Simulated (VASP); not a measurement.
Method: PBE GGA with D3 dispersion (Becke-Johnson damping), VASP's PBE PAW potentials (set 64) (plane waves; VASP).

VASP ran on this input.

### INCAR
```
! general
SYSTEM  = Pt3Ti
PREC    = Accurate
ENCUT   = 520
LREAL   = F   ! projection in real space or not
LASPH   = T

! electronic loop
EDIFF   = 1E-7   ! SCF stop (eV)
NELM    = 100
ALGO    = Normal   ! blocked Davidson
LMAXMIX = 6   ! l cut-off of mixed one-centre charges

! smearing
ISMEAR  = -5   ! tetrahedra, Bloechl

! functional
GGA     = PE   ! PBE
IVDW    = 12   ! D3, Becke-Johnson

! ions
ISIF    = 2

! output
LWAVE   = F
LCHARG  = T
LORBIT  = 11   ! lm-projected
NEDOS   = 601

! other
LEFG    = T
```

POSCAR:
```
Pt3Ti
1
    3.9023655657     0.0000000000     0.0000000000
    0.0000000000     3.9023655657     0.0000000000
    0.0000000000     0.0000000000     3.9023655657
Ti Pt
1 3
Direct
  0.0000000000   0.0000000000   0.0000000000
  0.0000000000   0.5000000000   0.5000000000
  0.5000000000   0.0000000000   0.5000000000
  0.5000000000   0.5000000000   0.0000000000
```

**KPOINTS**
```
Automatic mesh
0
Gamma
9 9 9
0 0 0
```

POTCAR, in this order: Ti_sv Pt (PBE.64 set). Program: vasp_std.

Unless said otherwise, spin-orbit coupling is left out, though it shifts the bands of the heavy elements here.

Problem. Predict the energy per atom (σ→0), dispersion energy, band gap (on the k-mesh).

Solution. 
- energy per atom (σ→0) = -8.141 eV/atom
- dispersion energy = -3.065 eV
- band gap (on the k-mesh) = none (metal, semimetal or under 0.01 eV)

File OSZICAR:
```
...
DAV:  13    -0.294997067019E+02   -0.90047E-04   -0.17793E-04  1997   0.997E-02    0.142E-02
DAV:  14    -0.294996428716E+02    0.63830E-04   -0.35741E-05  2501   0.413E-02    0.116E-02
DAV:  15    -0.294996662240E+02   -0.23352E-04   -0.70475E-06  2471   0.224E-02    0.235E-03
DAV:  16    -0.294996717685E+02   -0.55444E-05   -0.34258E-07  1931   0.358E-03    0.276E-04
DAV:  17    -0.294996714187E+02    0.34975E-06   -0.19391E-08  1002   0.126E-03    0.351E-04
DAV:  18    -0.294996724223E+02   -0.10036E-05   -0.13584E-08   946   0.991E-04    0.105E-04
DAV:  19    -0.294996723990E+02    0.23377E-07   -0.36452E-09   929   0.456E-04
   1 F= -.32564686E+02 E0= -.32564686E+02  d E =0.000000E+00
```

The compound is Pt3Ti in the L1_2 structure. It was relaxed first.
